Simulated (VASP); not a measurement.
Output of a VASP run:

OSZICAR:
```
       N       E                     dE             d eps       ncg     rms          rms(c)
DAV:   1     0.459107165708E+03    0.45911E+03   -0.20569E+04  1040   0.166E+03
DAV:   2     0.426736272199E+02   -0.41643E+03   -0.40677E+03  1184   0.401E+02
DAV:   3    -0.935598100187E+01   -0.52030E+02   -0.50773E+02  1320   0.141E+02
DAV:   4    -0.113430684157E+02   -0.19871E+01   -0.19825E+01  1292   0.287E+01
DAV:   5    -0.114001620836E+02   -0.57094E-01   -0.57037E-01  1392   0.506E+00    0.191E+01
DAV:   6    -0.111314579877E+02    0.26870E+00   -0.38678E-01  1412   0.542E+00    0.113E+01
DAV:   7    -0.110781896709E+02    0.53268E-01   -0.43324E-01  1588   0.427E+00    0.734E-01
DAV:   8    -0.110698116602E+02    0.83780E-02   -0.84768E-02  1458   0.264E+00    0.292E-01
DAV:   9    -0.110697215506E+02    0.90110E-04   -0.46469E-03  1552   0.760E-01    0.270E-02
DAV:  10    -0.110697373934E+02   -0.15843E-04   -0.15984E-04  1318   0.799E-02    0.126E-02
DAV:  11    -0.110697387558E+02   -0.13624E-05   -0.12364E-05  1622   0.316E-02    0.946E-03
DAV:  12    -0.110697384541E+02    0.30165E-06   -0.17466E-06   850   0.118E-02
   1 F= 0.20844079E+02 E0= 0.20843578E+02  d E =0.208441E+02
```

OUTCAR:
```
------------------------ aborting loop because EDIFF is reached ----------------------------------------
  FORCE on cell =-STRESS in cart. coord.  units (eV):
  Direction    XX          YY          ZZ          XY          YZ          ZX
  --------------------------------------------------------------------------------------
  Total       31.9632084     31.9632084     31.9632084      0.0000000      0.0000000      0.0000000
  in kB      450.6964297    450.6964297    450.6964297      0.0000000      0.0000000      0.0000000
  external PRESSURE =       0.6964297 kB  Pullay stress =     450.0000000 kB
  volume of cell :      113.63
      direct lattice vectors                 reciprocal lattice vectors
     4.843495982  0.000000000  0.000000000     0.206462440  0.000000000  0.000000000
     0.000000000  4.843495982  0.000000000     0.000000000  0.206462440  0.000000000
     0.000000000  0.000000000  4.843495982     0.000000000  0.000000000  0.206462440
 POSITION                                       TOTAL-FORCE (eV/Angst)
 -----------------------------------------------------------------------------------
      0.00000      0.00000      0.00000         0.000000      0.000000      0.000000
      2.42175      2.42175      2.42175         0.000000      0.000000      0.000000
      2.42175      0.00000      2.42175         0.000000      0.000000      0.000000
      0.00000      2.42175      2.42175         0.000000      0.000000      0.000000
      2.42175      2.42175      0.00000         0.000000      0.000000      0.000000
 -----------------------------------------------------------------------------------
    total drift:                                0.000000      0.000000      0.000000
  FREE ENERGIE OF THE ION-ELECTRON SYSTEM (eV)
  ---------------------------------------------------
  free  energy   TOTEN  =       -11.0697384541 eV

  energy  without entropy=      -11.0712419872  energy(sigma->0) =      -11.07023963
  enthalpy is  TOTEN    =        20.8440794640 eV   P V=       31.9138179182

 reached required accuracy - stopping structural energy minimisation
```
(Selected blocks of OUTCAR.)

POSCAR:
```
CsPbBr3
1
    4.8434959824    -0.0000000000     0.0000000000
   -0.0000000000     4.8434959824     0.0000000000
    0.0000000000    -0.0000000000     4.8434959824
Cs Pb Br
1 1 3
Direct
  0.0000000000   0.0000000000   0.0000000000
  0.5000000000   0.5000000000   0.5000000000
  0.5000000000   0.0000000000   0.5000000000
  0.0000000000   0.5000000000   0.5000000000
  0.5000000000   0.5000000000   0.0000000000
```

**Question.** Write an INCAR and KPOINTS that could have produced this output.

**Answer.** Several could match; the one computed here: the input of the run itself, LDA (Ceperley-Alder, Perdew-Zunger), plane waves, VASP's LDA PAW potentials (set 64).

File KPOINTS:
```
K-points
0
gamma
  7 7 7
0 0 0
```

**INCAR**
```
SYSTEM = CsPbBr3
PREC = Accurate
ENCUT = 500
EDIFF = 1E-6
NELM = 100
ALGO = Normal
LREAL = .FALSE.
LASPH = .TRUE.
ISMEAR = 1
SIGMA = 0.1
LMAXMIX = 4
LWAVE = .FALSE.
LCHARG = .FALSE.
IBRION = 2
ISIF = 3
NSW = 40
EDIFFG = -0.02
PSTRESS = 450
```

POTCAR, in this order: Cs_sv Pb_d Br (LDA.64 set). Program: vasp_std.

The compound is CsPbBr3 in the cubic perovskite structure, the ideal cubic form; the compound distorts at low or room temperature. It was relaxed first under an external pressure of 45 GPa.
